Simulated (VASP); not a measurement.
Computed with PBE GGA with D3 dispersion (Becke-Johnson damping), VASP's PBE PAW potentials (set 64) (plane waves; VASP).

VASP ran on this input.

**INCAR**
```
SYSTEM  =  BP
PREC  =  Accurate; ENCUT  =  520; LREAL  =  .False.
LASPH  =  .True.
EDIFF  =  1E-7; NELM  =  100; ALGO  =  Normal
ISMEAR  =  0; SIGMA  =  0.05
GGA  =  PE; IVDW  =  12
ISIF  =  2
LWAVE  =  .False.; LCHARG  =  .False.
```

File POSCAR:
```
BP
1
    0.0000000000     2.2526418555     2.2526418555
    2.2526418555     0.0000000000     2.2526418555
    2.2526418555     2.2526418555     0.0000000000
B P
1 1
Direct
  0.0000000000   0.0000000000   0.0000000000
  0.2500000000   0.2500000000   0.2500000000
```

File KPOINTS:
```
K-points
0
Gamma
10 10 10
0 0 0
```

POTCAR, in this order: B P (PBE.64 set). Program: vasp_std.

What VASP printed:

**OUTCAR**
```
 ion  position               nearest neighbor table
   1  0.000  0.000  0.000-   2 1.95   2 1.95   2 1.95   2 1.95
   2  0.250  0.250  0.250-   1 1.95   1 1.95   1 1.95   1 1.95
  LATTYP: Found a face centered cubic cell.
 ALAT       =     4.5052837110
 Subroutine PRICEL returns:
 Original cell was already a primitive cell.
 Subroutine GETGRP returns: Found 24 space group operations
The static configuration has the point symmetry T_d .
The dynamic configuration has the point symmetry T_d .
 Subroutine INISYM returns: Found 24 space group operations
 Subroutine IBZKPT returns following result:
 Found     47 irreducible k-points:

 Following reciprocal coordinates:
            Coordinates               Weight
  0.000000  0.000000  0.000000      1.000000
  0.100000  0.000000  0.000000      8.000000
  0.200000  0.000000  0.000000      8.000000
  0.300000  0.000000  0.000000      8.000000
  0.400000  0.000000  0.000000      8.000000
  0.500000  0.000000  0.000000      4.000000
  0.100000  0.100000  0.000000      6.000000
  0.200000  0.100000  0.000000     24.000000
  0.300000  0.100000  0.000000     24.000000
  0.400000  0.100000  0.000000     24.000000
  0.500000  0.100000  0.000000     24.000000
 -0.400000  0.100000  0.000000     24.000000
 -0.300000  0.100000  0.000000     24.000000
 -0.200000  0.100000  0.000000     24.000000
 -0.100000  0.100000  0.000000     12.000000
  0.200000  0.200000  0.000000      6.000000
  0.300000  0.200000  0.000000     24.000000
  0.400000  0.200000  0.000000     24.000000
  0.500000  0.200000  0.000000     24.000000
 -0.400000  0.200000  0.000000     24.000000
 -0.300000  0.200000  0.000000     24.000000
 -0.200000  0.200000  0.000000     12.000000
  0.300000  0.300000  0.000000      6.000000
  0.400000  0.300000  0.000000     24.000000
  0.500000  0.300000  0.000000     24.000000
 -0.400000  0.300000  0.000000     24.000000
 -0.300000  0.300000  0.000000     12.000000
  0.400000  0.400000  0.000000      6.000000
  0.500000  0.400000  0.000000     24.000000
 -0.400000  0.400000  0.000000     12.000000
  0.500000  0.500000  0.000000      3.000000
  0.300000  0.200000  0.100000     24.000000
  0.400000  0.200000  0.100000     48.000000
  0.500000  0.200000  0.100000     48.000000
 -0.400000  0.200000  0.100000     24.000000
  0.400000  0.300000  0.100000     24.000000
  0.500000  0.300000  0.100000     48.000000
 -0.400000  0.300000  0.100000     48.000000
 -0.300000  0.300000  0.100000     48.000000
 -0.200000  0.300000  0.100000     24.000000
   k-points           NKPTS =     47   k-points in BZ     NKDIM =     47   number of bands    NBANDS=      8
   number of dos      NEDOS =    301   number of ions     NIONS =      2
   total plane-waves  NPLWV =  13824
   dimension x,y,z NGX =    24 NGY =   24 NGZ =   24
   dimension x,y,z NGXF=    48 NGYF=   48 NGZF=   48
   ions per type =               1   1
   PREC   = accura    normal or accurate (medium, high low for compatibility)
   ISTART =      0    job   : 0-new  1-cont  2-samecut
   ICHARG =      2    charge: 1-file 2-atom 10-const
   ISPIN  =      1    spin polarized calculation?
   LNONCOLLINEAR =      F non collinear calculations
   LSORBIT =      F    spin-orbit coupling
   INIWAV =      1    electr: 0-lowe 1-rand  2-diag
   ENCUT  =  520.0 eV  38.22 Ry    6.18 a.u.   5.92  5.92  5.92*2*pi/ulx,y,z
   NELM   =    100;   NELMIN=  2; NELMDL= -5     # of ELM steps
   EDIFF  = 0.1E-06   stopping-criterion for ELM
   LREAL  =      F    real-space projection
   NLSPLINE    = F    spline interpolate recip. space projectors
   LMAXMIX     =    2 max onsite mixed and CHGCAR
...
```

File OSZICAR:
```
       N       E                     dE             d eps       ncg     rms          rms(c)
DAV:   1     0.101299963838E+02    0.10130E+02   -0.42143E+03   760   0.909E+02
DAV:   2    -0.134314971455E+02   -0.23561E+02   -0.22931E+02  1200   0.110E+02
DAV:   3    -0.136758154898E+02   -0.24432E+00   -0.24432E+00   896   0.149E+01
DAV:   4    -0.136763547793E+02   -0.53929E-03   -0.53929E-03  1192   0.692E-01
DAV:   5    -0.136763550775E+02   -0.29820E-06   -0.29820E-06   880   0.123E-02    0.744E+00
DAV:   6    -0.130272445297E+02    0.64911E+00   -0.17142E+00   840   0.726E+00    0.405E+00
DAV:   7    -0.129294978879E+02    0.97747E-01   -0.28285E-01  1144   0.324E+00    0.133E+00
DAV:   8    -0.129211766424E+02    0.83212E-02   -0.28923E-02   816   0.118E+00    0.224E-01
DAV:   9    -0.129214804909E+02   -0.30385E-03   -0.48043E-04  1096   0.205E-01    0.130E-01
DAV:  10    -0.129216730817E+02   -0.19259E-03   -0.28058E-04   856   0.133E-01    0.264E-02
DAV:  11    -0.129216836575E+02   -0.10576E-04   -0.13058E-05  1080   0.318E-02    0.333E-02
DAV:  12    -0.129216844017E+02   -0.74423E-06   -0.31604E-06   816   0.117E-02    0.727E-03
DAV:  13    -0.129216843473E+02    0.54443E-07   -0.71271E-08   656   0.231E-03
   1 F= -.13582779E+02 E0= -.13582779E+02  d E =-.445565E-18
```

OUTCAR:
```
------------------------ aborting loop because EDIFF is reached ----------------------------------------
 Edisp (eV)   -0.66110
  FORCE on cell =-STRESS in cart. coord.  units (eV):
  Direction    XX          YY          ZZ          XY          YZ          ZX
  --------------------------------------------------------------------------------------
  Total      -0.00025    -0.00025    -0.00025     0.00000    -0.00000     0.00000
  in kB      -0.01773    -0.01773    -0.01773     0.00000    -0.00000     0.00000
  external pressure =       -0.02 kB  Pullay stress =        0.00 kB
  volume of cell :       22.86
      direct lattice vectors                 reciprocal lattice vectors
     0.000000000  2.252641855  2.252641855    -0.221961604  0.221961604  0.221961604
     2.252641855  0.000000000  2.252641855     0.221961604 -0.221961604  0.221961604
     2.252641855  2.252641855  0.000000000     0.221961604  0.221961604 -0.221961604
  FREE ENERGIE OF THE ION-ELECTRON SYSTEM (eV)
  ---------------------------------------------------
  free  energy   TOTEN  =       -13.5827794357 eV

  energy  without entropy=      -13.5827794357  energy(sigma->0) =      -13.58277944
```
(Selected blocks of OUTCAR.)

### OUTCAR
```
 val. band max:        7.6914576762   @ k =   0.0000   0.0000   0.0000

 cond. band min:       8.9009738328   @ k =   0.4000   0.4000   0.0000


 Fermi energy:         7.9781529476

 k-point     1 :       0.0000    0.0000    0.0000
  band No.  band energies     occupation
      1      -7.9639      2.00000
      2       7.6915      2.00000
      3       7.6915      2.00000
      4       7.6915      2.00000
      5      11.1250      0.00000
      6      11.1250      0.00000
      7      11.1250      0.00000
      8      15.3986      0.00000

 k-point     2 :       0.1000    0.0000    0.0000
  band No.  band energies     occupation
      1      -7.7805      2.00000
      2       6.3739      2.00000
      3       7.3910      2.00000
      4       7.3910      2.00000
      5      11.5412      0.00000
      6      11.5412      0.00000
      7      11.5833      0.00000
      8      15.8967      0.00000

 k-point     3 :       0.2000    0.0000    0.0000
  band No.  band energies     occupation
      1      -7.2370      2.00000
      2       3.9999      2.00000
      3       6.8229      2.00000
      4       6.8229      2.00000
      5      11.8192      0.00000
      6      12.2692      0.00000
      7      12.2692      0.00000
      8      17.0047      0.00000

 k-point     4 :       0.3000    0.0000    0.0000
  band No.  band energies     occupation
      1      -6.3625      2.00000
      2       1.6028      2.00000
      3       6.3271      2.00000
      4       6.3271      2.00000
      5      11.7487      0.00000
      6      12.5873      0.00000
      7      12.5873      0.00000
      8      17.8226      0.00000

 k-point     5 :       0.4000    0.0000    0.0000
  band No.  band energies     occupation
      1      -5.2684      2.00000
      2      -0.4578      2.00000
      3       6.0134      2.00000
      4       6.0134      2.00000
      5      11.6446      0.00000
      6      12.5009      0.00000
      7      12.5009      0.00000
...
```

The compound is BP in the zinc blende structure. It was relaxed first.
